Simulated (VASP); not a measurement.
An input for Quantum ESPRESSO's pw.x (written as the equivalent of a VASP run, and not itself run):

```
&CONTROL
  calculation = 'vc-relax'
  pseudo_dir = './pseudo'
  outdir = './out'
  tprnfor = .true.
  tstress = .true.
  nstep = 60
  forc_conv_thr = 0.00078
/
&SYSTEM
  ibrav = 0
  nat = 8
  ntyp = 3
  ecutwfc = 84
  occupations = 'smearing'
  smearing = 'methfessel-paxton'
  degauss = 0.00735
  input_dft = 'pbesol'
/
&ELECTRONS
  conv_thr = 7.3e-08
  electron_maxstep = 100
/
&IONS
/
&CELL
/
ATOMIC_SPECIES
  In 114.818 In.upf
  Sb 121.760 Sb.upf
  As 74.922 As.upf
CELL_PARAMETERS angstrom
     6.3081705   -0.0000000    0.0000000
     0.0000000    6.3081705    0.0000000
     0.0000000    0.0000000    6.3204917
ATOMIC_POSITIONS crystal
  In   0.0000000  0.0000000  0.9835730
  In   0.5000000  0.5000000  0.9835730
  In   0.5000000  0.0000000  0.5164270
  In   0.0000000  0.5000000  0.5164270
  Sb   0.2500000  0.2500000  0.2500000
  Sb   0.7500000  0.7500000  0.2500000
  As   0.7500000  0.2500000  0.7500000
  As   0.2500000  0.7500000  0.7500000
K_POINTS automatic
  5 5 5 0 0 0
```

### Question
Write the VASP files for the same calculation (PBEsol).

### Answer
This is not unique; one that fits is 
### INCAR
```
ALGO  =  Normal
EDIFF  =  1E-6
EDIFFG  =  -0.02
ENCUT  =  400
GGA  =  PS
IBRION  =  2
ISIF  =  3
ISMEAR  =  1
LASPH  =  .True.
LCHARG  =  .False.
LMAXMIX  =  4
LREAL  =  .False.
LWAVE  =  .False.
NELM  =  100
NSW  =  60
PREC  =  Accurate
SIGMA  =  0.1
SYSTEM  =  In4As2Sb2
```

**POSCAR**
```
In4As2Sb2
1
    6.3081704868    -0.0000000000     0.0000000000
    0.0000000000     6.3081704868     0.0000000000
    0.0000000000     0.0000000000     6.3204916707
In Sb As
4 2 2
Direct
  0.0000000000   0.0000000000   0.9835730417
  0.5000000000   0.5000000000   0.9835730417
  0.5000000000   0.0000000000   0.5164269583
  0.0000000000   0.5000000000   0.5164269583
  0.2500000000   0.2500000000   0.2500000000
  0.7500000000   0.7500000000   0.2500000000
  0.7500000000   0.2500000000   0.7500000000
  0.2500000000   0.7500000000   0.7500000000
```

KPOINTS:
```
Automatic mesh
0
Gamma
5 5 5
0 0 0
```

POTCAR, in this order: In_d Sb As (PBE.64 set). Program: vasp_std.

What does not carry over: the potentials are each code's own (VASP's PAW set, PseudoDojo norm-conserving files in pw.x), so ENCUT and ecutwfc are chosen apart and not converted; conv_thr bounds pw.x's estimated SCF error, while EDIFF bounds the energy change between steps; forc_conv_thr acts on force components and is met together with etot_conv_thr.

The structure was generated: In4As2Sb2 was put into an ordered model structure (P-4m2), which need not be its known phase. This run relaxes it. Symmetry was kept, so distortions that lower it aren't found. The start is the result of an earlier pass.
